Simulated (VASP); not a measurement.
Output of a VASP run:

### OUTCAR
```
 ion  position               nearest neighbor table
   1  0.000  0.000  0.000-
  LATTYP: Found a face centered cubic cell.
 ALAT       =     3.6390757126
 Subroutine PRICEL returns:
 Original cell was already a primitive cell.
 Subroutine GETGRP returns: Found 48 space group operations
The static configuration has the point symmetry O_h .
The dynamic configuration has the point symmetry O_h .
 Subroutine INISYM returns: Found 48 space group operations
 Subroutine IBZKPT returns following result:
 Found    165 irreducible k-points:

 Following reciprocal coordinates:
            Coordinates               Weight
  0.000000  0.000000  0.000000      1.000000
  0.058824  0.000000  0.000000      8.000000
  0.117647  0.000000  0.000000      8.000000
  0.176471  0.000000  0.000000      8.000000
  0.235294  0.000000  0.000000      8.000000
  0.294118  0.000000  0.000000      8.000000
  0.352941  0.000000  0.000000      8.000000
  0.411765  0.000000  0.000000      8.000000
  0.470588  0.000000  0.000000      8.000000
  0.058824  0.058824  0.000000      6.000000
  0.117647  0.058824  0.000000     24.000000
  0.176471  0.058824  0.000000     24.000000
  0.235294  0.058824  0.000000     24.000000
  0.294118  0.058824  0.000000     24.000000
  0.352941  0.058824  0.000000     24.000000
  0.411765  0.058824  0.000000     24.000000
  0.470588  0.058824  0.000000     24.000000
 -0.470588  0.058824  0.000000     24.000000
 -0.411765  0.058824  0.000000     24.000000
 -0.352941  0.058824  0.000000     24.000000
 -0.294118  0.058824  0.000000     24.000000
 -0.235294  0.058824  0.000000     24.000000
 -0.176471  0.058824  0.000000     24.000000
 -0.117647  0.058824  0.000000     24.000000
 -0.058824  0.058824  0.000000     12.000000
  0.117647  0.117647  0.000000      6.000000
  0.176471  0.117647  0.000000     24.000000
  0.235294  0.117647  0.000000     24.000000
  0.294118  0.117647  0.000000     24.000000
  0.352941  0.117647  0.000000     24.000000
  0.411765  0.117647  0.000000     24.000000
  0.470588  0.117647  0.000000     24.000000
 -0.470588  0.117647  0.000000     24.000000
 -0.411765  0.117647  0.000000     24.000000
 -0.352941  0.117647  0.000000     24.000000
 -0.294118  0.117647  0.000000     24.000000
 -0.235294  0.117647  0.000000     24.000000
 -0.176471  0.117647  0.000000     24.000000
 -0.117647  0.117647  0.000000     12.000000
  0.176471  0.176471  0.000000      6.000000
   k-points           NKPTS =    165   k-points in BZ     NKDIM =    165   number of bands    NBANDS=     11
   number of dos      NEDOS =    301   number of ions     NIONS =      1
   total plane-waves  NPLWV =   8000
   dimension x,y,z NGX =    20 NGY =   20 NGZ =   20
   dimension x,y,z NGXF=    40 NGYF=   40 NGZF=   40
   ions per type =               1
   PREC   = accura    normal or accurate (medium, high low for compatibility)
   ISTART =      0    job   : 0-new  1-cont  2-samecut
   ICHARG =      2    charge: 1-file 2-atom 10-const
   ISPIN  =      1    spin polarized calculation?
   LNONCOLLINEAR =      F non collinear calculations
   LSORBIT =      F    spin-orbit coupling
   INIWAV =      1    electr: 0-lowe 1-rand  2-diag
   ENCUT  =  500.0 eV  36.75 Ry    6.06 a.u.   4.69  4.69  4.69*2*pi/ulx,y,z
   NELM   =    100;   NELMIN=  2; NELMDL= -5     # of ELM steps
   EDIFF  = 0.1E-05   stopping-criterion for ELM
   LREAL  =      F    real-space projection
   NLSPLINE    = F    spline interpolate recip. space projectors
   LMAXMIX     =    4 max onsite mixed and CHGCAR
   VOSKOWN=      0    Vosko Wilk Nusair interpolation
   EDIFFG = -.2E-01   stopping-criterion for IOM
   NSW    =     40    number of steps for IOM
   NBLOCK =      1;   KBLOCK =     40    inner block; outer block
   IBRION =      2    ionic relax: 0-MD 1-quasi-New 2-CG
   NFREE  =      1    steps in history (QN), initial steepest desc. (CG)
...
```

OSZICAR:
```
       N       E                     dE             d eps       ncg     rms          rms(c)
DAV:   1     0.111183893415E+03    0.11118E+03   -0.92918E+03  3662   0.146E+03
DAV:   2    -0.717316459399E+01   -0.11836E+03   -0.11336E+03  3726   0.387E+02
DAV:   3    -0.853377580058E+01   -0.13606E+01   -0.13552E+01  4218   0.473E+01
DAV:   4    -0.854095563150E+01   -0.71798E-02   -0.71791E-02  3969   0.354E+00
DAV:   5    -0.854105945910E+01   -0.10383E-03   -0.10383E-03  4167   0.393E-01    0.154E+01
DAV:   6    -0.800035660567E+01    0.54070E+00   -0.10731E+00  3822   0.161E+01    0.577E+00
DAV:   7    -0.796460310554E+01    0.35754E-01   -0.51714E-02  4341   0.316E+00    0.220E+00
DAV:   8    -0.795919595153E+01    0.54072E-02   -0.64869E-03  3774   0.137E+00    0.369E-01
DAV:   9    -0.795889934906E+01    0.29660E-03   -0.20903E-04  4239   0.248E-01    0.397E-02
DAV:  10    -0.795890546031E+01   -0.61113E-05   -0.32026E-06  4047   0.245E-02    0.605E-03
DAV:  11    -0.795890558656E+01   -0.12625E-06   -0.44986E-07  2295   0.106E-02
   1 F= -.45750236E+01 E0= -.45751650E+01  d E =-.457502E+01
```

File OUTCAR:
```
------------------------ aborting loop because EDIFF is reached ----------------------------------------
  FORCE on cell =-STRESS in cart. coord.  units (eV):
  Direction    XX          YY          ZZ          XY          YZ          ZX
  --------------------------------------------------------------------------------------
  Total        3.3697695      3.3697695      3.3697695      0.0000000      0.0000000      0.0000000
  in kB      448.1232717    448.1232717    448.1232717      0.0000000      0.0000000      0.0000000
  external PRESSURE =      -1.8767283 kB  Pullay stress =     450.0000000 kB
  volume of cell :       12.05
      direct lattice vectors                 reciprocal lattice vectors
     0.000000000  1.819537856  1.819537856    -0.274795052  0.274795052  0.274795052
     1.819537856  0.000000000  1.819537856     0.274795052 -0.274795052  0.274795052
     1.819537856  1.819537856  0.000000000     0.274795052  0.274795052 -0.274795052
 POSITION                                       TOTAL-FORCE (eV/Angst)
 -----------------------------------------------------------------------------------
      0.00000      0.00000      0.00000        -0.000000      0.000000      0.000000
 -----------------------------------------------------------------------------------
    total drift:                                0.000000     -0.000000     -0.000000
  FREE ENERGIE OF THE ION-ELECTRON SYSTEM (eV)
  ---------------------------------------------------
  free  energy   TOTEN  =        -7.9589055866 eV

  energy  without entropy=       -7.9593298051  energy(sigma->0) =       -7.95904699
  enthalpy is  TOTEN    =        -4.5750235562 eV   P V=        3.3838820304

 reached required accuracy - stopping structural energy minimisation
```
(Selected blocks of OUTCAR.)

### POSCAR
```
Rh
1
    0.0000000000     1.8195378563     1.8195378563
    1.8195378563    -0.0000000000     1.8195378563
    1.8195378563     1.8195378563     0.0000000000
Rh
1
Direct
  0.0000000000   0.0000000000   1.0000000000
```

Write an INCAR and KPOINTS that could have produced this output.

This is not unique; one that fits is the input of the run itself, PBEsol GGA, plane waves, VASP's PBE PAW potentials (set 64).

**KPOINTS**
```
Automatic mesh
0
Gamma
17 17 17
0 0 0
```

**INCAR**
```
IBRION = 2
PSTRESS = 450
SIGMA = 0.1
GGA = PS
LREAL = .FALSE.
ISIF = 3
NELM = 100
NSW = 40   ! most ionic steps
SYSTEM = Rh
ALGO = Normal
ISMEAR = 1
PREC = Accurate
ENCUT = 500   ! plane-wave cut-off (eV)
LMAXMIX = 4   ! l cut-off of mixed one-centre charges
LWAVE = .FALSE.
EDIFFG = -0.02   ! ionic stop
LCHARG = .FALSE.
EDIFF = 1E-6
LASPH = .TRUE.   ! aspherical one-centre terms
```

POTCAR, in this order: Rh_pv (PBE.64 set). Program: vasp_std.

The compound is Rh in the fcc structure. It was relaxed first under an external pressure of 45 GPa.
